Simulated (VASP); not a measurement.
A run of VASP 6.6.1:

File INCAR:

```
SYSTEM = H2CO
ALGO     = Normal         ! electronic algorithm
EDIFF    = 1E-6           ! SCF threshold, eV
ENCUT    = 400            ! plane-wave cutoff, eV
GGA      = PE             ! functional
ISIF     = 2              ! what is computed and relaxed
ISMEAR   = 0              ! smearing method
ISYM     = 0            
LASPH    = .TRUE.         ! aspherical terms in the spheres
LCHARG   = .FALSE.        ! write CHGCAR
LREAL    = .FALSE.        ! projectors in reciprocal space
LWAVE    = .FALSE.        ! write WAVECAR
NBANDS   = 14             ! bands
NELM     = 60             ! most SCF steps
PREC     = Accurate       ! precision mode
SIGMA    = 0.01           ! smearing width, eV
```

File KPOINTS:

```
k-points
0
G
  1 1 1
  0 0 0
```

File POSCAR:

```
H2CO                                    
1.0
   12.4947659882      0.0000000000      0.0000000000
    0.0000000000     12.9947659882      0.0000000000
    0.0000000000      0.0000000000     13.4947659882
  C               O               H             
     1     1     2
Selective dynamics
Direct
     0.5000190503999988    0.5037871195999983    0.5000098304999980   F   F   F
     0.5280864508128332    0.4155174426898387    0.5141190513277946   T   T   T
     0.5509651736980902    0.5707087617741232    0.5219035328818260   T   T   T
     0.4217421548186554    0.5227948316594434    0.4643863205640079   T   T   T
```

Potentials or basis: VASP PAW PBE potentials, release 64 (C, O, H).

Launch:

```bash
$ cat potpaw_PBE.64/C/POTCAR potpaw_PBE.64/O/POTCAR potpaw_PBE.64/H/POTCAR > POTCAR
$ mpirun -np 1 vasp_gam > vasp.out
```

Hardware: 1 thread of Intel(R) Xeon(R) 6975P-C (Granite Rapids), on a shared host.

Q: Estimate the wall time of this run.

A: Run time: 59 s on 1 thread of Intel(R) Xeon(R) 6975P-C (Granite Rapids) (shared host), peak memory 1.2 GiB. Counts: scf iterations 23, k points 1.
